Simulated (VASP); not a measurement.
An input for Ansatz (written as the equivalent of a VASP run, and not itself run):

Ansatz 0.2 input:
```yaml
crystal:
  lattice:
    - [0.0000000, 2.0248767, 2.0248767]
    - [2.0248767, 0.0000000, 2.0248767]
    - [7.5512661, 7.5512661, 0.5482406]
  atoms:
    - { symbol: Pd, position: [0.0171509, 0.0171509, 0.9871368] }
    - { symbol: Pd, position: [0.9828491, 0.9828491, 0.2628632] }
    - { symbol: Al, position: [0.0151761, 0.0151761, 0.4886179] }
    - { symbol: Al, position: [0.9848239, 0.9848239, 0.7613821] }
kpoints:
  mp_grid: { grid: [12, 12, 4] }
hamiltonian:
  xc: pbesol
  pseudopotentials: { kind: paw }
scf:
  occupations: { method: methfessel_paxton, width: 0.1 }
  max_iter: 100
relax:
  max_steps: 60
  f_tol: 0.02
  cell: {}
output: { forces: true, stress: true, eigenvalues: true }
```

Translate this input to VASP (INCAR, KPOINTS, POSCAR, choice of POTCAR).

Several could match; the one computed here: 
### KPOINTS
```
Automatic mesh
0
Gamma
12 12 4
0 0 0
```

**POSCAR**
```
Al2Pd2
1
    0.0000000000     2.0248766740     2.0248766740
    2.0248766740     0.0000000000     2.0248766740
    7.5512660814     7.5512660814     0.5482406148
Pd Al
2 2
Direct
  0.0171508888   0.0171508888   0.9871368334
  0.9828491112   0.9828491112   0.2628631666
  0.0151761297   0.0151761297   0.4886179027
  0.9848238703   0.9848238703   0.7613820973
```

INCAR:
```
# general
SYSTEM =Al2Pd2
PREC   =Accurate
ENCUT  =400   # plane-wave cut-off (eV)
LREAL  =.False.   # projection in real space or not
LASPH  =.True.   # aspherical one-centre terms

# electronic loop
EDIFF  =1E-6
NELM   =100
ALGO   =Normal   # blocked Davidson
LMAXMIX=4

# smearing
ISMEAR =1
SIGMA  =0.1

# functional
GGA    =PS   # PBEsol

# ions
IBRION =2
NSW    =60   # most ionic steps
ISIF   =3
EDIFFG =-0.02

# output
LWAVE  =.False.
LCHARG =.False.
```

POTCAR, in this order: Pd Al (PBE.64 set). Program: vasp_std.

The two are equivalent in intent, not identical: each code has its own PAW files, so the cut-off isn't converted (ENCUT is set for VASP's; basis.ecutwfc is left out, and Ansatz then takes the one that its files recommend); Ansatz stops its SCF on the density residual and VASP on the energy change (EDIFF).

The structure was generated: Al2Pd2 was put into an ordered model structure (R-3m), which need not be its known phase. This run relaxes it. Symmetry was kept, so distortions that lower it aren't found. The start is the result of an earlier pass.
